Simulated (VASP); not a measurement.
OSZICAR of a VASP run on Al3Sc (L1_2):

### OSZICAR
```
       N       E                     dE             d eps       ncg     rms          rms(c)
DAV:   1     0.114435345696E+03    0.11444E+03   -0.83824E+03   980   0.129E+03
DAV:   2    -0.134852864755E+02   -0.12792E+03   -0.12636E+03   986   0.362E+02
DAV:   3    -0.212413765423E+02   -0.77561E+01   -0.74997E+01  1560   0.749E+01
DAV:   4    -0.213752455452E+02   -0.13387E+00   -0.13249E+00  1366   0.100E+01
DAV:   5    -0.213776386503E+02   -0.23931E-02   -0.23200E-02  1472   0.136E+00    0.948E+00
DAV:   6    -0.204034579689E+02    0.97418E+00   -0.46991E+00  1622   0.260E+01    0.343E+00
DAV:   7    -0.203376409263E+02    0.65817E-01   -0.90193E-02  1096   0.251E+00    0.188E+00
DAV:   8    -0.203077317641E+02    0.29909E-01   -0.43876E-02  1430   0.174E+00    0.211E-01
DAV:   9    -0.203069465933E+02    0.78517E-03   -0.34519E-03  1268   0.460E-01    0.777E-02
DAV:  10    -0.203069614125E+02   -0.14819E-04   -0.23431E-04  1536   0.162E-01    0.763E-02
DAV:  11    -0.203069629020E+02   -0.14895E-05   -0.20037E-05  1152   0.327E-02    0.416E-02
DAV:  12    -0.203069914228E+02   -0.28521E-04   -0.44808E-05  1244   0.313E-02    0.810E-03
DAV:  13    -0.203069881655E+02    0.32573E-05   -0.22288E-06  1440   0.139E-02    0.203E-03
DAV:  14    -0.203069872813E+02    0.88425E-06   -0.11211E-07   820   0.272E-03    0.893E-04
DAV:  15    -0.203069879591E+02   -0.67789E-06   -0.38990E-08   628   0.371E-03    0.702E-04
DAV:  16    -0.203069879514E+02    0.77198E-08   -0.60421E-09   634   0.853E-04
   1 F= -.20306988E+02 E0= -.20306988E+02  d E =0.000000E+00
```

**Question.** Which electronic solver shows in the log?

**Answer.** It is blocked Davidson (ALGO = Normal, or the opening steps of other solvers). The INCAR had ALGO = Normal.

**Question.** Can the final energy be trusted as converged?

**Answer.** The run converged. It stopped with EDIFF = 1E-7, NELM = 100 (AM05 GGA, plane waves, VASP's PBE PAW potentials (set 64)).

The compound is Al3Sc in the L1_2 structure. It was relaxed first.
